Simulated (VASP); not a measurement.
These are PBE GGA, VASP's PBE PAW potentials (set 64) (plane waves; VASP) values and carry that method's errors.

The input files of a VASP run:

**KPOINTS_OPT**
```
k-points along high-symmetry lines
6
Line-mode
Reciprocal
  0.000000   0.000000   0.000000 ! GAMMA
  0.000000   0.000000   0.500000 ! X

  0.000000   0.000000   0.500000 ! X
  0.250000   0.250000   0.250000 ! P

  0.250000   0.250000   0.250000 ! P
  0.000000   0.500000   0.000000 ! N

  0.000000   0.500000   0.000000 ! N
  0.000000   0.000000   0.000000 ! GAMMA

  0.000000   0.000000   0.000000 ! GAMMA
  0.500000   0.500000  -0.500000 ! M

  0.500000   0.500000  -0.500000 ! M
  0.291733   0.708267  -0.291733 ! S

 -0.291733   0.291733   0.291733 ! S_0
  0.000000   0.000000   0.000000 ! GAMMA

  0.000000   0.000000   0.500000 ! X
 -0.083466   0.083466   0.500000 ! R

  0.500000   0.500000  -0.083466 ! G
  0.500000   0.500000  -0.500000 ! M
```

**KPOINTS**
```
Automatic
0
Gamma
7 7 7
```

**POSCAR**
```
TcOs2
1
   -1.6475340000     1.6475340000     4.0324100000
    1.6475340000    -1.6475340000     4.0324100000
    1.6475340000     1.6475340000    -4.0324100000
Tc Os
1 2
Direct
  0.0000000000   0.0000000000   0.0000000000
  0.3353000000   0.3353000000   0.0000000000
  0.6647000000   0.6647000000   0.0000000000
```

### INCAR
```
# general
SYSTEM =TcOs2
PREC   =Accurate
ENCUT  =300   # plane-wave cut-off (eV)
LREAL  =.FALSE.
LASPH  =.TRUE.   # aspherical one-centre terms

# electronic loop
EDIFF  =1E-6
NELM   =100
ALGO   =Normal   # blocked Davidson
LMAXMIX=6   # l cut-off of mixed one-centre charges

# smearing
ISMEAR =0
SIGMA  =0.1   # width (eV)

# functional
GGA    =PE   # PBE

# ions
ISIF   =2

# output
LWAVE  =.FALSE.
LCHARG =.FALSE.
```

POTCAR, in this order: Tc_pv Os (PBE.64 set). Program: vasp_std.

At this cut-off the stress carries a Pulay error, which pulls relaxed volumes low. Unless said otherwise, spin-orbit coupling is left out, though it shifts the bands of the heavy elements here.

### Question
Estimate the energy per atom (σ→0), pressure, largest force, band gap (over mesh and band path).

### Answer

```yaml
energy per atom (σ→0): -10.348 eV/atom
band gap (over mesh and band path): none (metal, semimetal or under 0.01 eV)
pressure: 4.09 GPa
largest_force: 0.293 eV/Å
```

**OSZICAR**
```
...
DAV:  10    -0.310604230185E+02    0.45513E-03   -0.17902E-03  1656   0.396E-01    0.638E-02
DAV:  11    -0.310604157008E+02    0.73177E-05   -0.10810E-04  2176   0.690E-02    0.301E-02
DAV:  12    -0.310604140194E+02    0.16813E-05   -0.26959E-05  2242   0.324E-02    0.482E-03
DAV:  13    -0.310604121339E+02    0.18855E-05   -0.52270E-07   890   0.643E-03    0.925E-04
DAV:  14    -0.310604117554E+02    0.37854E-06   -0.10058E-07   842   0.237E-03
   1 F= -.31060412E+02 E0= -.31044191E+02  d E =-.324422E-01
       N       E                     dE             ncg
       N       E                     dE             ncg
```

The structure was generated: TcOs2 was put into an ordered model structure, which need not be its known phase. The cell was not relaxed at this level. The k-mesh is coarse (spacing up to 0.39 per Å, 2π included), so the numbers may not be converged in it. The electron count is odd and the run is not spin-polarised, which forces a metal.
